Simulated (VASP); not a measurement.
Output of a VASP run:

OUTCAR:
```
 ion  position               nearest neighbor table
   1  0.500  0.000  0.000-  32 1.90  46 1.90  54 1.90  62 1.90  23 3.07  30 3.07  18 3.08   2 3.10
                            22 3.10   3 3.10   5 3.10   7 3.10   8 3.10  13 3.10  15 3.10   9 3.10
   2  0.750  0.250  0.000-  32 1.90  33 1.90  44 1.90  55 1.90  23 3.08  14 3.10  16 3.10   1 3.10
                            28 3.10   3 3.10   4 3.10   6 3.10  13 3.10  10 3.10  24 3.13   9 3.14
   3  0.750  0.000  0.250-  32 1.90  34 1.90  38 1.90  49 1.90  18 3.08   9 3.08  16 3.10   2 3.10
                            19 3.10  25 3.10   4 3.10   7 3.10   1 3.10  11 3.10  21 3.10  12 3.12
   4  0.000  0.000  0.000-  35 1.90  38 1.90  44 1.90  63 1.90   8 3.10  13 3.10  15 3.10  16 3.10
                            22 3.10  25 3.10  28 3.10  31 3.10   2 3.10   3 3.10   5 3.10   7 3.10
   5  0.250  0.250  0.000-  35 1.90  36 1.90  54 1.90  60 1.90  29 3.04  16 3.10  22 3.10  28 3.10
                             1 3.10   4 3.10   6 3.10   8 3.10  14 3.10  23 3.11   9 3.11  17 3.12
   6  0.500  0.500  0.000-  36 1.90  37 1.90  55 1.90  61 1.90  29 3.03  30 3.06  24 3.08  18 3.09
                             2 3.10   5 3.10   7 3.10  15 3.10  10 3.10  23 3.13  17 3.13
   7  0.750  0.750  0.000-  37 1.90  38 1.90  56 1.90  62 1.90  30 3.04  24 3.07  18 3.08   3 3.10
                            25 3.10   4 3.10  31 3.10   6 3.10  13 3.10  14 3.10   1 3.10  10 3.12
   8  0.250  0.000  0.250-  35 1.90  39 1.90  46 1.90  57 1.90   9 3.05  27 3.06  20 3.09  18 3.10
                            19 3.10   5 3.10  25 3.10   1 3.10  11 3.10  15 3.10  16 3.10   4 3.10
   9  0.497  0.245  0.255-  39 1.83  32 1.91  36 1.93  40 1.96  20 3.02  11 3.04   8 3.05   3 3.08
                             1 3.10   5 3.11  10 3.13  12 3.14   2 3.14  17 3.15
  10  0.749  0.499  0.252-  40 1.87  41 1.90  33 1.90  37 1.91  21 3.08  26 3.09  16 3.10   2 3.10
                            18 3.10   6 3.10  25 3.11  14 3.12   7 3.12  12 3.12   9 3.13
  11  0.500  0.000  0.500-  39 1.90  42 1.90  49 1.90  59 1.90   9 3.04  27 3.06  20 3.06  23 3.07
                            21 3.08   3 3.10  22 3.10  13 3.10   8 3.10  12 3.10  18 3.10  30 3.13
  12  0.753  0.248  0.505-  43 1.86  42 1.87  34 1.90  40 1.95  28 3.04  13 3.05  19 3.06  23 3.07
                            26 3.09  24 3.10  11 3.10  16 3.11   3 3.12  10 3.12   9 3.14
  13  0.750  0.000  0.750-  42 1.90  44 1.90  53 1.90  62 1.90  12 3.05  23 3.05  30 3.08   2 3.10
                            28 3.10   4 3.10  31 3.10   7 3.10  11 3.10   1 3.10  19 3.10  21 3.11
  14  0.000  0.500  0.000-  33 1.90  45 1.90  56 1.90  60 1.90  17 3.08   2 3.10  25 3.10  28 3.10
                            31 3.10   5 3.10   7 3.10  15 3.10  16 3.10  29 3.10  10 3.12  24 3.12
  15  0.250  0.750  0.000-  45 1.90  46 1.90  61 1.90  63 1.90  29 3.09  18 3.09  17 3.09  30 3.09
                            25 3.10   6 3.10   8 3.10  31 3.10  14 3.10   1 3.10   4 3.10  22 3.10
  16  0.000  0.250  0.250-  33 1.90  34 1.90  35 1.90  47 1.90  17 3.09  10 3.10  14 3.10   3 3.10
                            19 3.10  26 3.10   4 3.10   5 3.10   8 3.10   2 3.10  12 3.11  20 3.13
  17  0.246  0.503  0.251-  45 1.87  47 1.88  48 1.91  36 1.93  25 3.06  26 3.07  14 3.08  27 3.09
                            15 3.09  16 3.09  20 3.11  18 3.12   5 3.12   6 3.13   9 3.15
  18  0.501  0.751  0.248-  46 1.88  37 1.89  49 1.90  48 1.90  21 3.07   1 3.08   7 3.08   3 3.08
                            15 3.09   6 3.09  27 3.09   8 3.10  10 3.10  11 3.10  17 3.12
  19  0.000  0.000  0.500-  34 1.90  50 1.90  53 1.90  57 1.90  12 3.06  27 3.08  25 3.10   8 3.10
                            28 3.10  31 3.10   3 3.10  13 3.10  16 3.10  22 3.10  20 3.12  21 3.14
  20  0.255  0.249  0.501-  39 1.87  50 1.91  51 1.92  47 1.93   9 3.02  11 3.06  23 3.08  22 3.09
                             8 3.09  29 3.11  17 3.11  19 3.12  28 3.12  16 3.13  26 3.13
  21  0.745  0.748  0.499-  49 1.88  41 1.91  52 1.91  53 1.94  24 3.06  18 3.07  30 3.08  11 3.08
                            10 3.08   3 3.10  13 3.11  26 3.12  25 3.12  31 3.13  19 3.14
  22  0.250  0.000  0.750-  50 1.90  54 1.90  59 1.90  63 1.90  23 3.08  27 3.08  20 3.09   4 3.10
                             5 3.10  28 3.10  31 3.10  11 3.10  15 3.10  19 3.10   1 3.10  30 3.13
  23  0.502  0.245  0.750-  42 1.86  54 1.88  55 1.91  51 1.94  13 3.05   1 3.07  11 3.07  12 3.07
                            20 3.08  22 3.08   2 3.08  29 3.09   5 3.11  24 3.12   6 3.13
  24  0.746  0.504  0.749-  52 1.84  56 1.90  55 1.90  43 1.93  30 3.02  21 3.06   7 3.07   6 3.08
                            31 3.09  12 3.10  26 3.12  23 3.12  14 3.12   2 3.13  28 3.14
  25  0.000  0.750  0.250-  38 1.90  41 1.90  45 1.90  57 1.90  17 3.06  15 3.10   3 3.10  19 3.10
                            26 3.10   4 3.10   7 3.10   8 3.10  14 3.10  27 3.10  10 3.11  21 3.12
  26  0.000  0.500  0.500-  41 1.90  43 1.90  47 1.90  58 1.90  17 3.07  12 3.09  10 3.09  16 3.10
                            25 3.10  28 3.10  31 3.10  24 3.12  21 3.12  20 3.13  27 3.14
  27  0.252  0.755  0.498-  59 1.87  57 1.87  48 1.89  58 1.94  11 3.06   8 3.06  22 3.08  19 3.08
                            17 3.09  18 3.09  25 3.10  31 3.12  26 3.14
  28  0.000  0.250  0.750-  43 1.90  44 1.90  50 1.90  60 1.90  12 3.04  14 3.10  19 3.10  22 3.10
                            26 3.10   4 3.10   5 3.10   2 3.10  13 3.10  29 3.11  20 3.12  24 3.14
  29  0.255  0.496  0.755-  51 1.85  61 1.86  60 1.88  58 1.97   6 3.03   5 3.04  23 3.09  15 3.09
                            14 3.10  30 3.11  28 3.11  20 3.11
  30  0.504  0.749  0.755-  62 1.86  61 1.89  52 1.90  59 1.95  24 3.02   7 3.04   6 3.06   1 3.07
                            21 3.08  13 3.08  15 3.09  29 3.11  22 3.13  11 3.13
  31  0.000  0.750  0.750-  53 1.90  56 1.90  58 1.90  63 1.90  24 3.09  19 3.10  22 3.10   4 3.10
                            26 3.10   7 3.10  13 3.10  14 3.10  15 3.10  27 3.12  21 3.13
  32  0.625  0.125  0.125-   1 1.90   2 1.90   3 1.90   9 1.91
  33  0.875  0.375  0.125-   2 1.90  14 1.90  16 1.90  10 1.90
  34  0.875  0.125  0.375-   3 1.90  16 1.90  19 1.90  12 1.90
  35  0.125  0.125  0.125-   4 1.90   5 1.90   8 1.90  16 1.90
  36  0.375  0.375  0.125-   5 1.90   6 1.90   9 1.93  17 1.93
  37  0.625  0.625  0.125-  18 1.89   7 1.90   6 1.90  10 1.91
  38  0.875  0.875  0.125-   3 1.90   4 1.90   7 1.90  25 1.90
  39  0.375  0.125  0.375-   9 1.83  20 1.87  11 1.90   8 1.90
  40  0.626  0.380  0.380-  64 1.86  10 1.87  12 1.95   9 1.96
  41  0.875  0.625  0.375-  25 1.90  26 1.90  10 1.90  21 1.91
  42  0.625  0.125  0.625-  23 1.86  12 1.87  13 1.90  11 1.90
  43  0.875  0.375  0.625-  12 1.86  26 1.90  28 1.90  24 1.93
  44  0.875  0.125  0.875-   2 1.90   4 1.90  13 1.90  28 1.90
  45  0.125  0.625  0.125-  17 1.87  15 1.90  14 1.90  25 1.90
  46  0.375  0.875  0.125-  18 1.88   8 1.90  15 1.90   1 1.90
  47  0.125  0.375  0.375-  17 1.88  16 1.90  26 1.90  20 1.93
  48  0.376  0.627  0.375-  27 1.89  18 1.90  17 1.91  64 1.93
...
```

File OSZICAR:
```
...
RMM:   2    -0.483548922688E+03   -0.36006E-03   -0.15066E-02   640   0.304E-01    0.113E-01
RMM:   3    -0.483548703772E+03    0.21892E-03   -0.29263E-03   640   0.119E-01    0.519E-02
RMM:   4    -0.483548735571E+03   -0.31799E-04   -0.73025E-04   649   0.541E-02    0.246E-02
RMM:   5    -0.483548740409E+03   -0.48376E-05   -0.10130E-04   627   0.237E-02    0.130E-02
RMM:   6    -0.483548742300E+03   -0.18914E-05   -0.23386E-05   415   0.111E-02
   5 F= -.48354874E+03 E0= -.48353208E+03  d E =-.861337E-01  mag=     1.0000
       N       E                     dE             d eps       ncg     rms          rms(c)
DAV:   1    -0.483566525005E+03   -0.17785E-01   -0.30038E+00   680   0.464E+00    0.465E-01
RMM:   2    -0.483567110687E+03   -0.58568E-03   -0.50654E-02   640   0.564E-01    0.209E-01
RMM:   3    -0.483566234800E+03    0.87589E-03   -0.98972E-03   640   0.225E-01    0.862E-02
RMM:   4    -0.483566319959E+03   -0.85159E-04   -0.21717E-03   647   0.967E-02    0.397E-02
RMM:   5    -0.483566345415E+03   -0.25456E-04   -0.39257E-04   679   0.423E-02    0.215E-02
RMM:   6    -0.483566349394E+03   -0.39789E-05   -0.65522E-05   558   0.189E-02
   6 F= -.48356635E+03 E0= -.48354876E+03  d E =-.176071E-01  mag=     1.0000
       N       E                     dE             d eps       ncg     rms          rms(c)
DAV:   1    -0.483566362217E+03   -0.16802E-04   -0.18375E-03   744   0.115E-01    0.125E-02
RMM:   2    -0.483566362176E+03    0.40800E-07   -0.31427E-05   442   0.140E-02    0.583E-03
RMM:   3    -0.483566361287E+03    0.88912E-06   -0.56374E-06   378   0.536E-03    0.262E-03
RMM:   4    -0.483566361280E+03    0.68976E-08   -0.12187E-06   330   0.232E-03
   7 F= -.48356636E+03 E0= -.48354880E+03  d E =-.176190E-01  mag=     1.0000
       N       E                     dE             d eps       ncg     rms          rms(c)
DAV:   1    -0.483570421086E+03   -0.40598E-02   -0.53738E-01   672   0.196E+00    0.210E-01
RMM:   2    -0.483570922008E+03   -0.50092E-03   -0.11388E-02   640   0.266E-01    0.102E-01
RMM:   3    -0.483570817793E+03    0.10422E-03   -0.20180E-03   647   0.102E-01    0.499E-02
RMM:   4    -0.483570819191E+03   -0.13979E-05   -0.48891E-04   656   0.462E-02    0.197E-02
RMM:   5    -0.483570826171E+03   -0.69802E-05   -0.84083E-05   573   0.197E-02
   8 F= -.48357083E+03 E0= -.48355263E+03  d E =-.446489E-02  mag=     1.0000
       N       E                     dE             d eps       ncg     rms          rms(c)
DAV:   1    -0.483570890183E+03   -0.70992E-04   -0.94112E-03   768   0.259E-01    0.287E-02
RMM:   2    -0.483570900537E+03   -0.10355E-04   -0.21438E-04   640   0.365E-02    0.143E-02
RMM:   3    -0.483570899566E+03    0.97164E-06   -0.41333E-05   489   0.146E-02    0.734E-03
RMM:   4    -0.483570899730E+03   -0.16411E-06   -0.80239E-06   377   0.629E-03
   9 F= -.48357090E+03 E0= -.48355262E+03  d E =-.453845E-02  mag=     1.0000
       N       E                     dE             d eps       ncg     rms          rms(c)
DAV:   1    -0.483572472512E+03   -0.15729E-02   -0.19603E-01   656   0.119E+00    0.129E-01
RMM:   2    -0.483572555615E+03   -0.83103E-04   -0.31153E-03   640   0.140E-01    0.656E-02
RMM:   3    -0.483572507757E+03    0.47858E-04   -0.68567E-04   645   0.583E-02    0.265E-02
RMM:   4    -0.483572518098E+03   -0.10341E-04   -0.15714E-04   669   0.260E-02    0.124E-02
RMM:   5    -0.483572519662E+03   -0.15649E-05   -0.21871E-05   407   0.110E-02
  10 F= -.48357252E+03 E0= -.48355377E+03  d E =-.161993E-02  mag=     1.0000
```

File OUTCAR:
```
------------------------ aborting loop because EDIFF is reached ----------------------------------------
  FORCE on cell =-STRESS in cart. coord.  units (eV):
  Direction    XX          YY          ZZ          XY          YZ          ZX
  --------------------------------------------------------------------------------------
  Total       -9.8315204     -9.8385127     -9.8544593      0.4358422      0.7032206     -0.6108248
  in kB      -23.4459125    -23.4625875    -23.5006165      1.0393832      1.6770192     -1.4566764
  external PRESSURE =     -23.4697055 kB  Pullay stress =       0.0000000 kB
  volume of cell :      671.84
      direct lattice vectors                 reciprocal lattice vectors
     8.758331436  0.000000000  0.000000000     0.114176999  0.000000000  0.000000000
     0.000000000  8.758331436  0.000000000     0.000000000  0.114176999  0.000000000
     0.000000000  0.000000000  8.758331436     0.000000000  0.000000000  0.114176999
  FREE ENERGIE OF THE ION-ELECTRON SYSTEM (eV)
  ---------------------------------------------------
  free  energy   TOTEN  =      -483.5725196624 eV

  energy  without entropy=     -483.5350298207  energy(sigma->0) =     -483.55377474

 total charge

# of ion       s       p       d       tot
------------------------------------------
    1        0.698   0.969   0.000   1.667
    2        0.697   0.961   0.000   1.658
    3        0.697   0.961   0.000   1.659
    4        0.697   0.961   0.000   1.658
    5        0.697   0.961   0.000   1.659
    6        0.698   0.960   0.000   1.657
    7        0.697   0.961   0.000   1.658
    8        0.697   0.961   0.000   1.659
    9        0.698   0.965   0.000   1.663
   10        0.698   0.965   0.000   1.664
   11        0.698   0.960   0.000   1.657
   12        0.698   0.965   0.000   1.663
   13        0.697   0.961   0.000   1.659
   14        0.698   0.969   0.000   1.667
   15        0.697   0.961   0.000   1.658
   16        0.698   0.961   0.000   1.659
   17        0.698   0.965   0.000   1.664
   18        0.698   0.965   0.000   1.663
   19        0.698   0.969   0.000   1.667
   20        0.698   0.965   0.000   1.664
   21        0.698   0.965   0.000   1.663
   22        0.697   0.961   0.000   1.658
   23        0.698   0.965   0.000   1.663
   24        0.698   0.965   0.000   1.663
   25        0.697   0.961   0.000   1.658
   26        0.698   0.960   0.000   1.658
   27        0.698   0.965   0.000   1.663
   28        0.697   0.961   0.000   1.659
   29        0.698   0.965   0.000   1.664
   30        0.698   0.965   0.000   1.663
   31        0.697   0.961   0.000   1.659
   32        0.833   1.714   0.000   2.546
   33        0.833   1.714   0.000   2.546
   34        0.833   1.713   0.000   2.546
   35        0.832   1.711   0.000   2.543
   36        0.831   1.707   0.000   2.539
   37        0.831   1.707   0.000   2.538
   38        0.832   1.711   0.000   2.543
   39        0.831   1.707   0.000   2.538
   40        0.834   1.696   0.000   2.530
   41        0.831   1.707   0.000   2.538
   42        0.831   1.707   0.000   2.538
   43        0.831   1.707   0.000   2.538
   44        0.832   1.711   0.000   2.543
   45        0.833   1.713   0.000   2.545
   46        0.833   1.713   0.000   2.545
   47        0.831   1.707   0.000   2.538
   48        0.835   1.696   0.000   2.531
...
```
(Selected blocks of OUTCAR.)

**POSCAR**
```
C32GeSi31
1
    8.7583314355     0.0000000000     0.0000000000
    0.0000000000     8.7583314355    -0.0000000000
   -0.0000000000    -0.0000000000     8.7583314355
Si C Ge
31 32 1
Direct
  0.5000000000   0.0000000000   0.0000000000
  0.7500000000   0.2500000000   0.0000000000
  0.7500000000   0.0000000000   0.2500000000
  0.0000000000   0.0000000000   0.0000000000
  0.2500000000   0.2500000000   0.0000000000
  0.5000000000   0.5000000000   0.0000000000
  0.7500000000   0.7500000000   0.0000000000
  0.2500000000   0.0000000000   0.2500000000
  0.4972140000   0.2450620000   0.2548990000
  0.7487510000   0.4986100000   0.2517380000
  0.5000000000   0.0000000000   0.5000000000
  0.7530920000   0.2478430000   0.5054840000
  0.7500000000   0.0000000000   0.7500000000
  0.0000000000   0.5000000000   0.0000000000
  0.2500000000   0.7500000000   0.0000000000
  0.0000000000   0.2500000000   0.2500000000
  0.2464360000   0.5025720000   0.2513470000
  0.5009670000   0.7511950000   0.2477850000
  0.0000000000   0.0000000000   0.5000000000
  0.2545540000   0.2490840000   0.5005970000
  0.7447520000   0.7480670000   0.4992490000
  0.2500000000   0.0000000000   0.7500000000
  0.5021120000   0.2451930000   0.7500710000
  0.7464540000   0.5041320000   0.7494630000
  0.0000000000   0.7500000000   0.2500000000
  0.0000000000   0.5000000000   0.5000000000
  0.2521130000   0.7545600000   0.4980220000
  0.0000000000   0.2500000000   0.7500000000
  0.2551530000   0.4964200000   0.7552300000
  0.5040860000   0.7488860000   0.7549700000
  0.0000000000   0.7500000000   0.7500000000
  0.6250000000   0.1250000000   0.1250000000
  0.8750000000   0.3750000000   0.1250000000
  0.8750000000   0.1250000000   0.3750000000
  0.1250000000   0.1250000000   0.1250000000
  0.3750000000   0.3750000000   0.1250000000
  0.6250000000   0.6250000000   0.1250000000
  0.8750000000   0.8750000000   0.1250000000
  0.3750000000   0.1250000000   0.3750000000
  0.6255350000   0.3803590000   0.3795560000
  0.8750000000   0.6250000000   0.3750000000
  0.6250000000   0.1250000000   0.6250000000
  0.8750000000   0.3750000000   0.6250000000
  0.8750000000   0.1250000000   0.8750000000
  0.1250000000   0.6250000000   0.1250000000
  0.3750000000   0.8750000000   0.1250000000
  0.1250000000   0.3750000000   0.3750000000
  0.3762130000   0.6271890000   0.3754630000
  0.6250000000   0.8750000000   0.3750000000
  0.1250000000   0.1250000000   0.6250000000
  0.3763920000   0.3803710000   0.6268990000
  0.6222710000   0.6203040000   0.6269940000
  0.8750000000   0.8750000000   0.6250000000
  0.3750000000   0.1250000000   0.8750000000
  0.6250000000   0.3750000000   0.8750000000
  0.8750000000   0.6250000000   0.8750000000
  0.1250000000   0.8750000000   0.3750000000
  0.1250000000   0.6250000000   0.6250000000
  0.3750000000   0.8750000000   0.6250000000
  0.1250000000   0.3750000000   0.8750000000
  0.3750000000   0.6250000000   0.8750000000
  0.6250000000   0.8750000000   0.8750000000
  0.1250000000   0.8750000000   0.8750000000
  0.4993910000   0.4968400000   0.5044230000
```

### Question
Reconstruct the remaining input files.

### Answer
One answer among several that fit: the input of the run itself, PBE GGA, plane waves, VASP's PBE PAW potentials (set 64).

**KPOINTS**
```
Automatic mesh
0
Gamma
1 1 1
0 0 0
```

### INCAR
```
! general
SYSTEM =C32GeSi31
PREC   =Normal
ENCUT  =400
LREAL  =Auto
LASPH  =.TRUE.
ISYM   =0
NELECT =255.0

! electronic loop
EDIFF  =1E-5
NELM   =100
NELMIN =4
ALGO   =Fast
LMAXMIX=4

! smearing
ISMEAR =0
SIGMA  =0.05

! functional
GGA    =PE

! spin
ISPIN  =2
MAGMOM =64*0.0156
NUPDOWN=1

! ions
IBRION =2
NSW    =60
ISIF   =2
EDIFFG =-0.03

! output
LWAVE  =.TRUE.
LCHARG =.FALSE.
LORBIT =10
```

POTCAR, in this order: Si C Ge (PBE.64 set). Program: vasp_gam.

At this cut-off the stress carries a Pulay error, which pulls relaxed volumes low. The cell is charged, with a uniform compensating background. The supercell is sampled at Γ alone, which is coarse: total energies, pressure and levels can be off, energies of defects by several tenths of an eV.

The cell is a supercell with a defect, built from SiC (zinc blende): Ge_Si, charge +1.
